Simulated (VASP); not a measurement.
These are PBEsol GGA, VASP's PBE PAW potentials (set 64) (plane waves; VASP) values and carry that method's errors.

VASP ran on this input.

INCAR:
```
# general
SYSTEM  = NiSi2(110) slab
PREC    = Normal
ENCUT   = 400   # plane-wave cut-off (eV)
LREAL   = Auto   # projection in real space or not
LASPH   = .TRUE.   # aspherical one-centre terms

# electronic loop
EDIFF   = 1E-6
NELM    = 100
NELMIN  = 4
ALGO    = Normal   # blocked Davidson
LMAXMIX = 4

# smearing
ISMEAR  = 1   # Methfessel-Paxton
SIGMA   = 0.1   # width (eV)

# functional
GGA     = PS

# output
LWAVE   = .FALSE.
LCHARG  = .FALSE.
LORBIT  = 11
LVHAR   = .TRUE.

# other
LDIPOL  = .TRUE.
IDIPOL  = 3
DIPOL   = 0.5 0.5 0.5
```

File POSCAR:
```
NiSi2(110) slab
1
    3.8175820451     0.0000000000     0.0000000000
    0.0000000000     5.3988758608     0.0000000000
    0.0000000000     0.0000000000    26.4219018678
Si Ni
12 6
Direct
  0.5000000000   0.2639111619   0.3194126502
  0.0000000000   0.2488946334   0.3892810236
  1.0000000000   0.7511053666   0.3892810236
  0.5000000000   0.7360888381   0.3194126502
  0.5000000000   0.2492547950   0.4653465578
  0.0000000000   0.2507452050   0.5346534422
  0.0000000000   0.7492547950   0.5346534422
  0.5000000000   0.7507452050   0.4653465578
  0.5000000000   0.2511053666   0.6107189764
  1.0000000000   0.2360888381   0.6805873498
  0.0000000000   0.7639111619   0.6805873498
  0.5000000000   0.7488946334   0.6107189764
  0.0000000000   1.0000000000   0.3203397331
  0.5000000000   0.5000000000   0.3959603529
  0.0000000000   1.0000000000   0.4618793898
  0.5000000000   0.5000000000   0.5381206102
  0.0000000000   1.0000000000   0.6040396471
  0.5000000000   0.5000000000   0.6796602669
```

**KPOINTS**
```
Automatic mesh
0
Gamma
7 5 1
0 0 0
```

POTCAR, in this order: Si Ni (PBE.64 set). Program: vasp_std. Read from the step before: WAVECAR.

Q: What does the run give for the energy per atom (σ→0), band gap (on the k-mesh)?

A: 
```yaml
energy per atom (σ→0): -6.137 eV/atom
band gap (on the k-mesh): none (metal, semimetal or under 0.01 eV)
```

### OSZICAR
```
...
DAV:   1    -0.110460888999E+03   -0.11046E+03   -0.60352E-03  2360   0.156E+00    0.339E-01
DAV:   2    -0.110469488167E+03   -0.85992E-02   -0.66921E-02  2288   0.527E+00    0.965E-01
DAV:   3    -0.110459328757E+03    0.10159E-01   -0.34273E-02  2392   0.391E+00    0.899E-02
DAV:   4    -0.110459420203E+03   -0.91446E-04   -0.18052E-03  2224   0.412E-01    0.272E-02
DAV:   5    -0.110459422746E+03   -0.25426E-05   -0.12331E-04  2088   0.136E-01    0.793E-03
DAV:   6    -0.110459423110E+03   -0.36356E-06   -0.14141E-05  1840   0.410E-02    0.522E-03
DAV:   7    -0.110459423324E+03   -0.21393E-06   -0.11350E-06   976   0.190E-02
   1 F= -.11045942E+03 E0= -.11045947E+03  d E =0.131586E-03
```

The cell is a thin slab with vacuum, built from NiSi2 (fluorite): (110) face. The run is not spin-polarised, so no magnetic state was tried.
